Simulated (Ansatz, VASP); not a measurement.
# Sb (Antimony): VASP beside Ansatz

Wanted: the spread between two codes on one cell, functional and k mesh. The cell is taken from a series of runs on this material, whose earlier steps may have relaxed, scaled, displaced or heated it; both programs get it as it stands.

Calculated with Ansatz 0.2.0; plane waves, with VASP 6.6.1 beside it; relaxation of cell and atoms at LDA.

### Step 1. The structure

The structure is trigonal, space group R-3m (No. 166). The conventional cell has a = 4.294 Å, b = 4.294 Å, c = 10.960 Å, α = 90.00°, β = 90.00°, γ = 120.00°. Sb has 3 Sb at 2.91 Å nearest.

Coordinates:

```cif
data_structure
_symmetry_space_group_name_H-M 'P 1'
_symmetry_Int_Tables_number 1
_cell_length_a 4.4153
_cell_length_b 4.4153
_cell_length_c 4.4153
_cell_angle_alpha 58.195
_cell_angle_beta 58.195
_cell_angle_gamma 58.195
_cell_volume 58.35
loop_
_atom_site_label
_atom_site_type_symbol
_atom_site_fract_x
_atom_site_fract_y
_atom_site_fract_z
_atom_site_occupancy
Sb1 Sb 0.23591 0.23591 0.23591 1
Sb2 Sb 0.76409 0.76409 0.76409 1
```

### Step 2. VASP: relaxation of cell and atoms, LDA

The relaxed volume is the usual yardstick between codes: in a stiff, nearly cubic crystal its relative difference is about their pressure difference at one cell divided by the bulk modulus.

Lines of VASP's logs that name or quote its potential files are left out, and so is its time.

Contents of INCAR:

```
SYSTEM = Sb
PREC = Accurate
ENCUT = 500
EDIFF = 1E-07
NELM = 120
ISMEAR = 1
SIGMA = 0.15
LREAL = .FALSE.
ALGO = Normal
GGA = CA
NBANDS = 11
LORBIT = 11
LWAVE = .FALSE.
LCHARG = .FALSE.
ISIF = 3
IBRION = 2
NSW = 80
EDIFFG = -0.005
LASPH = .TRUE.
GGA_COMPAT = .FALSE.
NELMIN = 4
```

Contents of POSCAR:

```
Sb
1.0
    2.1471150000      1.2396380000      3.6534600000
   -2.1471150000      1.2396380000      3.6534600000
    0.0000000000     -2.4792750000      3.6534600000
Sb
2
Direct
    0.2359094897      0.2359094897      0.2359095848
    0.7640904671      0.7640904671      0.7640907753
```

Contents of KPOINTS:

```
Automatic mesh
0
Gamma
12 12 12
0 0 0
```

Potentials, in the order of the species: Sb (LDA family, release 64).

Started as:

```sh
mpirun -np 1 vasp_std
```

Numbers of over 12 decimals in the logs are rounded to 6 here.

The log of the run:

```text
[banner, memory and clock lines left out]
running    1 mpi-ranks, on    1 nodes
 distrk:  each k-point on    1 cores,    1 groups
 distr:  one band on    1 cores,    1 groups

 POSCAR found type information on POSCAR Sb
 POSCAR found :  1 types and       2 ions
 LDA part: xc-table for (Slater(with rela. corr.)+CA(PZ))
 , standard interpolation
 POSCAR, INCAR and KPOINTS ok, starting setup
 FFT: planning ... GRIDC
 FFT: planning ... GRID_SOFT
 FFT: planning ... GRID
 WAVECAR not read
 entering main loop
       N       E                     dE             d eps       ncg     rms          rms(c)
DAV:   1     0.368533147228E+02    0.36853E+02   -0.35016E+03  4158   0.694E+02
DAV:   2    -0.759356564019E+01   -0.44447E+02   -0.43122E+02  5704   0.116E+02
DAV:   3    -0.963413659477E+01   -0.20406E+01   -0.20210E+01  4997   0.282E+01
DAV:   4    -0.965280309693E+01   -0.18667E-01   -0.18664E-01  4699   0.324E+00
DAV:   5    -0.965302832858E+01   -0.22523E-03   -0.22523E-03  4859   0.392E-01    0.324E+00
DAV:   6    -0.963705733357E+01    0.15971E-01   -0.35692E-03  4650   0.323E-01    0.193E+00
DAV:   7    -0.962811299709E+01    0.89443E-02   -0.76222E-03  4506   0.467E-01    0.548E-02
DAV:   8    -0.962812284979E+01   -0.98527E-05   -0.21154E-04  4692   0.104E-01    0.179E-02
DAV:   9    -0.962812664546E+01   -0.37957E-05   -0.14744E-05  4743   0.237E-02    0.639E-03
DAV:  10    -0.962812628083E+01    0.36462E-06   -0.17181E-06  4686   0.726E-03    0.968E-04
DAV:  11    -0.962812631410E+01   -0.33272E-07   -0.15535E-07  3882   0.243E-03
   1 F= -.96281263E+01 E0= -.96285556E+01  d E =-.962813E+01
[...]
2 F= -.96283287E+01 E0= -.96287570E+01  d E =-.202406E-03
[...]
3 F= -.96285012E+01 E0= -.96289301E+01  d E =-.374855E-03
[...]
4 F= -.96285568E+01 E0= -.96289872E+01  d E =-.556247E-04
[...]
5 F= -.96286158E+01 E0= -.96290472E+01  d E =-.114640E-03
[...]
6 F= -.96285794E+01 E0= -.96290064E+01  d E =-.782602E-04
[...]
7 F= -.96286265E+01 E0= -.96290575E+01  d E =-.125320E-03
 curvature:  -0.40 expect dE=-0.190E-05 dE for cont linesearch -0.267E-08
 trial: gam= 0.05959 g(F)=  0.489E-06 g(S)=  0.426E-05 ort = 0.697E-06 (trialstep = 0.145E+01)
 search vector abs. value=  0.509E-05
 bond charge predicted
       N       E                     dE             d eps       ncg     rms          rms(c)
DAV:   1    -0.962863185658E+01   -0.53044E-05   -0.15196E-04  4503   0.675E-02    0.593E-03
DAV:   2    -0.962863123083E+01    0.62574E-06   -0.51187E-06  4374   0.159E-02    0.343E-03
DAV:   3    -0.962863082741E+01    0.40343E-06   -0.13265E-06  4803   0.582E-03    0.545E-04
DAV:   4    -0.962863082872E+01   -0.13185E-08   -0.10543E-07  2436   0.221E-03
   8 F= -.96286308E+01 E0= -.96290593E+01  d E =-.433972E-05
 trial-energy change:   -0.000004  1 .order   -0.000004   -0.000007   -0.000002
 step:   2.0018(harm=  2.0018)  dis= 0.00008  next Energy=    -9.628631 (dE=-0.479E-05)
 reached required accuracy - stopping structural energy minimisation
```

Parts of OUTCAR (step 2):

```text
ion  position               nearest neighbor table
   1  0.236  0.236  0.236-   2 2.91   2 2.91   2 2.91   2 3.27   2 3.27   2 3.27
   2  0.764  0.764  0.764-   1 2.91   1 2.91   1 2.91   1 3.27   1 3.27   1 3.27

  LATTYP: Found a trigonal (rhomboedric) cell.
 ALAT       =     4.4152661489
 COS(alpha) =     0.5270372172

 Subroutine GETGRP returns: Found 12 space group operations
 (whereof 12 operations were pure point group operations)

The static configuration has the point symmetry D_3d.

 Found    189 irreducible k-points:

   k-points           NKPTS =    189   k-points in BZ     NKDIM =    189   number of bands    NBANDS=     11

   dimension x,y,z NGX =    32 NGY =   32 NGZ =   32
   dimension x,y,z NGXF=    64 NGYF=   64 NGZF=   64

   ENCUT  =  500.0 eV  36.75 Ry    6.06 a.u.   8.05  8.05  8.05*2*pi/ulx,y,z

   NELECT =      10.0000    total number of electrons

 k-points in reciprocal lattice and weights: Automatic mesh
   0.00000000  0.00000000  0.00000000       0.001
   0.08333333  0.00000000  0.00000000       0.003
   0.16666667  0.00000000  0.00000000       0.003
   0.25000000  0.00000000  0.00000000       0.003
   0.33333333  0.00000000  0.00000000       0.003
   0.41666667  0.00000000  0.00000000       0.003
   0.50000000  0.00000000  0.00000000       0.002
   0.08333333  0.08333333  0.00000000       0.003
   0.16666667  0.08333333  0.00000000       0.007
[...]
-0.41666667  0.50000000  0.41666667       0.003
   0.50000000  0.50000000  0.50000000       0.001

 average (electrostatic) potential at core
       1 -86.3898       2 -86.3898

 E-fermi :   7.4621

 k-point     1 :       0.0000    0.0000    0.0000
  band No.  band energies     occupation
      1      -5.3857      2.00000
      2       2.8268      2.00000
      3       5.5312      2.00000
      4       5.6517      2.00000
      5       5.6517      2.00000
      6       9.8838     -0.00000
      7      10.3554     -0.00000
      8      10.3554     -0.00000
      9      12.4225      0.00000
     10      12.4225      0.00000
    ...

 k-point     2 :       0.0833    0.0000    0.0000
  band No.  band energies     occupation
      1      -5.3075      2.00000
      2       2.4283      2.00000
      3       5.5524      2.00000
      4       5.6450      2.00000
      5       5.8571      2.00000
      6       9.7799     -0.00000
      7      10.1216     -0.00000
      8      10.1303     -0.00000
      9      12.1456      0.00000
     10      12.4584      0.00000
    ...

 k-point     3 :       0.1667    0.0000    0.0000
  band No.  band energies     occupation
      1      -5.0736      2.00000
      2       1.5300      2.00000
      3       5.5766      2.00000
      4       5.6347      2.00000
      5       6.2451      2.00000
      6       9.3899     -0.00000
      7       9.5478     -0.00000
      8       9.5908     -0.00000
      9      12.0177      0.00000
     10      12.5981      0.00000
    ...

  Total        0.0022872      0.0022872     -0.0022624      0.0000000     -0.0000000      0.0000000
  in kB        0.0626682      0.0626682     -0.0619888      0.0000000     -0.0000000      0.0000000
  external PRESSURE =       0.0211159 kB  Pullay stress =       0.0000000 kB

  energy-cutoff  :      500.00
  volume of cell :       58.47
      direct lattice vectors                 reciprocal lattice vectors
     2.151033967  1.241900618  3.648187381     0.232446353  0.134202938  0.091369564
    -2.151033967  1.241900618  3.648187381    -0.232446353  0.134202938  0.091369564
    -0.000000000 -2.483800235  3.648187381     0.000000000 -0.268405876  0.091369600

 POSITION                                       TOTAL-FORCE (eV/Angst)
 -----------------------------------------------------------------------------------
     -0.00000      0.00000      2.58770         0.000000     -0.000000     -0.000425
     -0.00000     -0.00000      8.35686        -0.000000      0.000000      0.000425
 -----------------------------------------------------------------------------------
    total drift:                                0.000000      0.000175     -0.000176

  FREE ENERGIE OF THE ION-ELECTRON SYSTEM (eV)
  ---------------------------------------------------
  free  energy   TOTEN  =        -9.6286308287 eV

  energy  without entropy=       -9.6299162200  energy(sigma->0) =       -9.62905929

 reached required accuracy - stopping structural energy minimisation

 total charge
# of ion       s       p       d       tot
------------------------------------------
    1        1.222   1.165   0.040   2.427
    2        1.222   1.165   0.040   2.427
--------------------------------------------------
tot          2.445   2.330   0.081   4.855

[... 3 further parts left out ...]
```

CONTCAR:

```
Sb
   1.00000000000000
     2.1510339665645408    1.2419006178577872    3.6481873809801009
    -2.1510339665645408    1.2419006178577872    3.6481873809801009
    -0.0000000000000000   -2.4838002353406909    3.6481873814736732
  Sb
     2
Direct
     0.2364371235640266    0.2364371235640266    0.2364372186639445
     0.7635628332359699    0.7635628332359699    0.7635631414360515
```

### Step 3. Ansatz: relaxation of cell and atoms, LDA

Ansatz runs on its default PAW (the set named soft_2) files.

The same cell, functional (in two slightly different forms), mesh and smearing now go to Ansatz, which takes its cutoff from its data sets.

Contents of input.yaml:

```yaml
crystal:
  lattice:
    - [2.1471153188, 1.2396376073, 3.6534603468]
    - [-2.1471153188, 1.2396376073, 3.6534603468]
    - [0.0, -2.4792752146, 3.6534603468]
  atoms:
    - { symbol: Sb, position: [0.2359095335, 0.2359095335, 0.2359095335] }
    - { symbol: Sb, position: [0.7640904665, 0.7640904665, 0.7640904665] }
kpoints:
  mp_grid: { grid: [12, 12, 12] }
hamiltonian:
  xc: lda
scf:
  occupations: { method: methfessel_paxton, width: 0.15 }
output:
  forces: true
  stress: true
  eigenvalues: true
relax:
  adjacent_minimum: "off"
  f_tol: 0.001
  max_steps: 60
  cell: { stress_tol: 0.01 }
```

Started as:

```sh
ansatz run input.yaml --threads 4 --pin off --max-ram 9216MiB --backend cpu --events-out ev --progress --plain --runs-dir out
```

The log of the run:

```text
Engine: ansatz 0.2.0, x86_64-unknown-linux-gnu
Pseudopotentials: kind: paw
Pseudopotential: Sb, paw, valence charge 15, recommended cutoff 420 eV (normal), Sb.paw.azcp
Functional definition: SPW92
  exchange = slater_x
  correlation = pw_c
Crystal: 2 atoms, lattice volume = 58.345 Å³
Basis set: ecut = 420 eV, 1153 PW (Γ)
Bands: 19, of which v1, the nominal top of the filled ones, is band 15 counted from 1 (14 counted from 0)
Symmetry: 12 space group operations
Space group: R-3m (ITA 166), of the structure as read, at distance tolerance 3.9e-5 Å
k-points: 189 of 1728
Non-local potential: Sb, projectors of the file, l = 0: 2, l = 1: 2, l = 2: 2, l = 3: 2
PAW form: soft (Blöchl's): semilocal exchange-correlation on the pseudo side does not see the compensation charge
PAW frozen core: Sb, regenerated for the run's functional, and the local potential with it (the file was generated under x = pbe(κ = 0.804, μ = 0.219515), c = pbe(β = 0.066725))
PAW one-centre angular grid: Sb, 590 points (default); XC on 64 Gauss nodes
Initial density: superposition of atomic densities (neutral atoms: chi_scale 0, normalization atom), corrected by the library's trained network
Initial wavefunctions: pseudopotential atomic-orbital guess
Functional: x = slater, c = lda
SCF iter   1: F=—  HF=-12671.647064 eV  |F-HF|=—  |Δ(HF+E_count)|=         —  Δρ=6.54e-3  dr2=1.05e-2  ethr=1.77e-3  ⟨swp⟩=5.8  Hψ=18014  notcnv=0
preconditioner: auto → none  [insulator: Δε(μ)=0.131 eV  Ē_g=8.816 eV  σ=0.150 eV  W_gap=0.56  n_scr=14 (ndim 8)  ℏωp=15.4 eV  f_vac=0.001  D(μ)=0.09/eV (n_scr^D=0)  ε∞_Penn≈4.0]
SCF iter   2: F=—  HF=-12671.641508 eV  |F-HF|=—  |Δ(HF+E_count)|=   5.56e-3  S|Δr|=    0.00e0  Δρ=2.88e-3  dr2=1.93e-3  ethr=3.51e-5  ⟨swp⟩=1.9  Hψ=6162  notcnv=0
SCF iter   3: F=—  HF=-12671.640960 eV  |F-HF|=—  |Δ(HF+E_count)|=   5.48e-4  S|Δr|=    0.00e0  Δρ=5.79e-4  dr2=2.99e-4  ethr=6.43e-6  ⟨swp⟩=2.0  Hψ=6296  notcnv=0
SCF iter   4: F=—  HF=-12671.640841 eV  |F-HF|=—  |Δ(HF+E_count)|=   1.19e-4  S|Δr|=    0.00e0  Δρ=9.93e-5  dr2=4.91e-6  ethr=9.98e-7  ⟨swp⟩=2.0  Hψ=6429  notcnv=0
SCF iter   5: F=—  HF=-12671.640840 eV  |F-HF|=—  |Δ(HF+E_count)|=   1.20e-6  S|Δr|=    0.00e0  Δρ=6.81e-5  dr2=1.63e-6  ethr=1.64e-8  ⟨swp⟩=2.0  Hψ=6453  notcnv=0
SCF iter   6: F=-12671.640839 eV  HF=-12671.640839 eV  |F-HF|=1.22e-8  |Δ(HF+E_count)|=   1.02e-6  S|Δr|=    0.00e0  Δρ=4.98e-6  dr2=1.22e-8  ethr=3.33e-10  ⟨swp⟩=4.7  Hψ=19731  notcnv=0
SCF 1 converged in 6 iterations: F = -12671.640839 eV  dr2 = 1.22e-8
  greatest PAW one-centre occupation: 0.998 electrons in one spin orbital (limit 2), on the Sb atom at site 1 (counted from 0), in its partial waves of l = 2
relax step   1: F+E_penalty+E_count = -12671.64083874 eV  Δ(F+E_penalty+E_count) = +0.000e0 eV  max|allowed force component| = 5.370e-3 eV/Å  Δτ_max = 0.0000 Å  P = +0.012 GPa  Ω = 58.345 Å³  (6 SCF iters, dr2 threshold 1.00e-7 eV, accepted)
[...]
relax step   2: F+E_penalty+E_count = -12671.64083411 eV  Δ(F+E_penalty+E_count) = +4.626e-6 eV  max|allowed force component| = 3.365e-3 eV/Å  Δτ_max = 0.0011 Å  P = +0.001 GPa  Ω = 58.377 Å³  energy of the carried Pulay correction = -7.588e-6 eV  (4 SCF iters, dr2 threshold 1.80e-9 eV, accepted)
[...]
relax step   3: F+E_penalty+E_count = -12671.64083773 eV  Δ(F+E_penalty+E_count) = -3.612e-6 eV  max|allowed force component| = 3.751e-4 eV/Å  Δτ_max = 0.0004 Å  P = -0.001 GPa  Ω = 58.373 Å³  energy of the carried Pulay correction = -6.425e-6 eV  (4 SCF iters, dr2 threshold 1.00e-9 eV, accepted)
[...]
relax step   4: F+E_penalty+E_count = -12671.64084373 eV  Δ(F+E_penalty+E_count) = -5.999e-6 eV  max|allowed force component| = 3.758e-4 eV/Å  Δτ_max = 0.0000 Å  P = -0.001 GPa  Ω = 58.373 Å³  stress off target by 2.80e-3 GPa  SCF on the basis re-selected at this cell (its energy is not comparable with the rows above)  (5 SCF iters)
basis re-selected at this cell: Δ(F+E_penalty+E_count) = -5.999e-6 eV, ΔP = -0.000 GPa vs the last step (what re-selecting the basis moved, of the pressure what is left beyond the Pulay correction that the steps carried, after the strain that the cell walked since its last selection, with what the two solves' SCF thresholds leave and, on support functions, any second-order correction that the steps lacked; it is no m [...]
SCF converged after 5 iterations
Stability not checked: this state was not tested for a lower state beside it, because cold or Methfessel-Paxton smearing, or corrected tetrahedra, fill the levels in a way that the test cannot read (fill_not_monotonic; see scf.lower_state_search)
Free energy (F): -12671.640844 eV
Harris-Foulkes:  -12671.640844 eV  (|F-HF|=7.28e-12)
Internal energy: -12671.642084 eV  (E = F + TS)
E sigma→0 (E₀):  -12671.641154 eV
Entropy (-TS):   0.001240 eV (0.620 meV/atom)
Fermi energy:    10.196358 eV
--- Per-component energies (eV) ---
  E_band       = -332.136575
  E_kinetic    = 417.608601
  E_local      = -3142.711582  (includes V_loc(G=0)·N_el)
  E_nonlocal   = 732.722113
  E_hartree    = 1423.020736
  E_xc         = -276.435508
  E_vxc        = -195.546777  (∫ρ·V_xc dr)
  E_paw        = -8853.040880  (= ΣΔE_a)
  E_vpaw       = -990.250377  (= ΣTr[D̂ρ^β])
  E_aug_tail   = -0.000004  (compensation charges beyond the density's cutoff)
  E_ewald      = -2973.923207
  E_core_change = 1.117647  (= ΣΔE_core)
  E_smearing   = 0.001240  (= −TS)
  E_closure    = -0.000000  (closes the sum)
  Σ components = -12671.640844   (vs F -12671.640844, Δ=0.00e0)
--- Forces (eV/Å), atoms counted from 1 ---
  atom   1  Sb     0.00000000     0.00000000    -0.00037576
  atom   2  Sb    -0.00000000    -0.00000000     0.00037576
  max |Σ_I F_I| component: 9.25e-18 eV/Å
--- Stress (GPa, compression-positive) ---
       -0.002503       0.000000      -0.000000
        0.000000      -0.002503      -0.000000
       -0.000000      -0.000000       0.002801
  P = ⅓ Tr σ = -0.0007 GPa (-0.007 kbar)
--- Band table (eV; the first three rows and the last of 189) ---
  k-point 0: bands = [... 11 lower, 5.4803, 8.2522, 8.3854, 8.3854, 12.5946, 13.0824, 13.0824, 15.2979]
  k-point 1: bands = [... 11 lower, 5.0924, 8.2743, 8.3771, 8.5765, 12.4994, 12.8548, 12.8551, 14.9843]
  k-point 2: bands = [... 11 lower, 4.2080, 8.2954, 8.3622, 8.9481, 12.1241, 12.2925, 12.3146, 14.8285]
  k-point 188: bands = [... 11 lower, 0.9588, 8.9620, 8.9620, 9.7531, 10.1770, 10.1770, 11.1738, 17.6153]
--- Relaxed structure (3 steps of the walk, 3 accepted, 1 SCFs on fresh bases) ---
  F+E_penalty+E_count = -12671.64084373 eV   max|allowed force component| = 3.758e-4 eV/Å   (the final SCF, on the basis selected at the relaxed cell)
  cell:  # Å, volume = 58.3726 Å³
    - [2.147574, 1.239903, 3.653605]
    - [-2.147574, 1.239903, 3.653605]
    - [0, -2.479805, 3.653605]
  atoms:
    - { symbol: Sb, position: [0.235843, 0.235843, 0.235843] }
    - { symbol: Sb, position: [0.764157, 0.764157, 0.764157] }
```

### Step 4. Comparison

Known differences besides the potentials themselves: the two LDA forms differ slightly; the data sets hold 30 valence electrons in Ansatz (on its default PAW (the set named soft_2) files) and 10 in VASP; the cutoff is 420 eV in Ansatz and 500 eV in VASP; VASP's log shows a relativistic correction to its local exchange, Ansatz's none; Ansatz adds a Pulay correction to the stress that steers its cell, VASP none. Total energies have different zeros and are not compared.

The two programs side by side:

| quantity | Ansatz | VASP | difference |
| --- | --- | --- | --- |
| volume (Å³) | 58.37 | 58.47 | -0.17 % |
| edge a after relaxation, in the typed setting (Å) | 4.416 | 4.413 | +0.05 % |

### Step 5. Outcome

| Item | Value |
| --- | --- |
| difference in volume (relaxation of cell and atoms, LDA) | -0.17 % |

What this shows: The difference in volume is -0.17 % (relaxation of cell and atoms, LDA), within the 1.2 % picked in this series as the mark of a large difference, as far as the stopping tolerances let one tell. The data sets hold unlike numbers of valence electrons (30 in Ansatz and 10 in VASP), so part of the differences comes from the potentials. Such differences can come from data sets, numerical settings and the points named under the comparisons, not from the functional's error against experiment.

[Lines on the potential files, build, host, timing and source positions are cut from VASP's logs without a mark.]

[Logs are printed without paths, hosts, clocks, repeated set-up lines and the standing remarks that a program may print on its own settings, such as how far it seeks lower states.]

[Hosts, paths, dates, database ids (printed as entryN), source tags and the programs' standing remarks are cut or masked in the printed files.]
